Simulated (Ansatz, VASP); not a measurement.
This is a calculation of LaMnIn for Ansatz 0.2.0.

input.yaml

```yaml
crystal:
  lattice:
    - [4.4995727962, 0.0, 0.0]
    - [-2.2497863981, 3.8967443477, 0.0]
    - [0.0, 0.0, 4.0129322899]
  atoms:
    - { symbol: La, position: [0.0, 0.0, 0.0] }
    - { symbol: In, position: [0.3333333333, 0.6666666667, 0.5] }
    - { symbol: Mn, position: [0.6666666667, 0.3333333333, 0.5], spin: 4.0 }
hamiltonian:
  xc: pbe
  pseudopotentials: { kind: paw }
magnetization:
  spin_polarized: true
kpoints:
  mp_grid: { grid: [7, 7, 7] }
scf:
  occupations: { method: fermi_dirac, width: 0.05 }
output:
  forces: true
  stress: true
  eigenvalues: true
```

Potentials or basis: Ansatz PAW.

The run is started by

```sh
$ ansatz run input.yaml --threads 2 --pin off --max-ram 5120MiB --backend cpu --events-out ev --progress --plain --runs-dir out
```

Question: Translate it to VASP 6.6.1. Potentials there: VASP PAW PBE potentials, release 64 (La, In_d, Mn_pv).

Answer: As run (the cutoff follows the program's own potentials):

The input INCAR:

```
SYSTEM = LaMnIn
  PREC = Accurate
  ENCUT = 520
  EDIFF = 1E-7
  ISMEAR = -1
  SIGMA = 0.05
  LREAL = .FALSE.
  LASPH = .TRUE.
  NELM = 120
  ALGO = Normal
  ISIF = 2
  LWAVE = .FALSE.
  LCHARG = .FALSE.
  ISPIN = 2
  MAGMOM = 0 0 4
  LORBIT = 11
  LMAXMIX = 6
  GGA = PE
  NBANDS = 30
```

The input KPOINTS:

```
regular mesh
0
G
  7 7 7
  0 0 0
```

File POSCAR:

```
LaMnIn
1.0
    4.4995727962      0.0000000000      0.0000000000
   -2.2497863981      3.8967443477      0.0000000000
    0.0000000000      0.0000000000      4.0129322899
La In Mn
1 1 1
Direct
    0.0000000000      0.0000000000      0.0000000000
    0.3333333333      0.6666666667      0.5000000000
    0.6666666667      0.3333333333      0.5000000000
```

Potentials or basis: VASP PAW PBE potentials, release 64 (La, In_d, Mn_pv).

Launch:

```bash
$ cat potpaw_PBE.64/La/POTCAR potpaw_PBE.64/In_d/POTCAR potpaw_PBE.64/Mn_pv/POTCAR > POTCAR
$ mpirun -np 1 vasp_std > vasp.out
```

Both were run:

|  | VASP | Ansatz | Ansatz less VASP |
| --- | --- | --- | --- |
| gap on the k mesh at the Fermi level (eV) | none | none | - |
| pressure (GPa) | 10.1 | 10.1 | +0.05 |
| largest component of the traceless stress (GPa) | 3.92 | 3.93 | +0.010 |
| net moment per atom (μB) | 1.05 | 1.05 | +0.002 |
| size of the moment on the site where the two differ most (μB) | 0.09 | 0.04 | -0.049 |

Site moments also hang on the region over which each program counts them. A gap of «none» marks a metal or a gap that the smearing closes. The two sets of potentials don't hold the same shells in valence.

Spin-orbit coupling is left out, which matters for the levels of La.
